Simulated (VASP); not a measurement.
Crystal: SZnBrH, in a box.

```
CELL_PARAMETERS angstrom
11.00000 0.00000 0.00000
0.00000 14.00000 0.00000
0.00000 0.00000 11.00000
ATOMIC_POSITIONS crystal
S 0.42760 0.60156 0.41739
Zn 0.50087 0.47532 0.50250
Br 0.57477 0.34313 0.58879
H 0.49842 0.65987 0.48395
```

Base run:

```yaml
Program: VASP 6.6.1
Functional: PBE
Potentials_or_basis: VASP PAW PBE potentials, release 64 (S, Zn, Br, H)
Cutoff: 520 eV
k_mesh: 1 × 1 × 1
Occupations: gaussian, width 0.01 eV
Spin: no spin polarisation
```

Its results: gap between the frontier levels 4.13 eV; largest force 0.237 eV/Å.

Question: The run is repeated on the same cell with these changes: functional from PBE to vdW-DF2. What comes out?

Answer: Gap between the frontier levels 3.88 eV; largest force 0.434 eV/Å.

Caveats: the PAW data sets were made with another functional, which shifts forces and pressure a little (some runs).

A k mesh can miss the band edges.

Not every run made on this cell is shown here.
